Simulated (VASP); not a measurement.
Output of a VASP run:

**OSZICAR**
```
       N       E                     dE             d eps       ncg     rms          rms(c)
DAV:   1     0.504100601088E+02    0.50410E+02   -0.66119E+03   848   0.112E+03
DAV:   2    -0.147477690559E+02   -0.65158E+02   -0.57492E+02   992   0.186E+02
DAV:   3    -0.167648182802E+02   -0.20170E+01   -0.19915E+01  1064   0.321E+01
DAV:   4    -0.167831321131E+02   -0.18314E-01   -0.18313E-01  1000   0.360E+00
DAV:   5    -0.167834256865E+02   -0.29357E-03   -0.29356E-03  1068   0.484E-01    0.799E+00
DAV:   6    -0.163537334170E+02    0.42969E+00   -0.24825E+00   968   0.153E+01    0.210E+00
DAV:   7    -0.162739075155E+02    0.79826E-01   -0.21353E-01   944   0.467E+00    0.158E+00
DAV:   8    -0.162447545788E+02    0.29153E-01   -0.35101E-02   960   0.185E+00    0.255E-01
DAV:   9    -0.162447573615E+02   -0.27827E-05   -0.20083E-03  1012   0.433E-01    0.166E-01
DAV:  10    -0.162449175746E+02   -0.16021E-03   -0.34429E-04   960   0.155E-01    0.186E-02
DAV:  11    -0.162449152977E+02    0.22770E-05   -0.20726E-05  1032   0.474E-02    0.861E-03
DAV:  12    -0.162449176086E+02   -0.23109E-05   -0.62273E-06   892   0.185E-02    0.200E-03
DAV:  13    -0.162449175310E+02    0.77588E-07   -0.48118E-07  1044   0.696E-03
   1 F= -.16244918E+02 E0= -.16245454E+02  d E =0.161084E-02
```

**OUTCAR**
```
------------------------ aborting loop because EDIFF is reached ----------------------------------------
  FORCE on cell =-STRESS in cart. coord.  units (eV):
  Direction    XX          YY          ZZ          XY          YZ          ZX
  --------------------------------------------------------------------------------------
  Total       -1.2354700     -1.2354700     -1.2354700      0.0000000     -0.0000000      0.0000000
  in kB      -36.6238693    -36.6238693    -36.6238693      0.0000000     -0.0000000      0.0000000
  external PRESSURE =     -36.6238693 kB  Pullay stress =       0.0000000 kB
  volume of cell :       54.05
      direct lattice vectors                 reciprocal lattice vectors
     0.000000000  3.000886132  3.000886132    -0.166617452  0.166617452  0.166617452
     3.000886132  0.000000000  3.000886132     0.166617452 -0.166617452  0.166617452
     3.000886132  3.000886132  0.000000000     0.166617452  0.166617452 -0.166617452
 POSITION                                       TOTAL-FORCE (eV/Angst)
 -----------------------------------------------------------------------------------
      1.50044      1.50044      1.50044         0.000000      0.000000      0.000000
      4.50133      4.50133      4.50133        -0.000000     -0.000000     -0.000000
      0.00000      0.00000      0.00000        -0.000000     -0.000000     -0.000000
 -----------------------------------------------------------------------------------
    total drift:                                0.000000     -0.000000      0.000000
  FREE ENERGIE OF THE ION-ELECTRON SYSTEM (eV)
  ---------------------------------------------------
  free  energy   TOTEN  =       -16.2449175310 eV

  energy  without entropy=      -16.2465283688  energy(sigma->0) =      -16.24545448
```
(Selected blocks of OUTCAR.)

**POSCAR**
```
PtAl2
1
    0.0000000000     3.0008861316     3.0008861316
    3.0008861316     0.0000000000     3.0008861316
    3.0008861316     3.0008861316     0.0000000000
Al Pt
2 1
Direct
  0.2500000000   0.2500000000   0.2500000000
  0.7500000000   0.7500000000   0.7500000000
  0.0000000000   0.0000000000   0.0000000000
```

Task: Reconstruct the remaining input files.

Result: This is not unique; one that fits is the input of the run itself, PBE GGA, plane waves, VASP's PBE PAW potentials (set 64).

### KPOINTS
```
Regular mesh
0
G
9 9 9
0 0 0
```

### INCAR
```
# general
SYSTEM =PtAl2
PREC   =Accurate
ENCUT  =520
LREAL  =.FALSE.
LASPH  =.TRUE.

# electronic loop
EDIFF  =1E-7
NELM   =100
ALGO   =Normal
LMAXMIX=6

# smearing
ISMEAR =1
SIGMA  =0.1

# functional
GGA    =PE

# ions
ISIF   =2

# output
LWAVE  =.FALSE.
LCHARG =.FALSE.
```

POTCAR, in this order: Al Pt (PBE.64 set). Program: vasp_std.

The compound is PtAl2 in the fluorite structure. This cell is one point of a volume scan, at 1.03 of the reference volume.
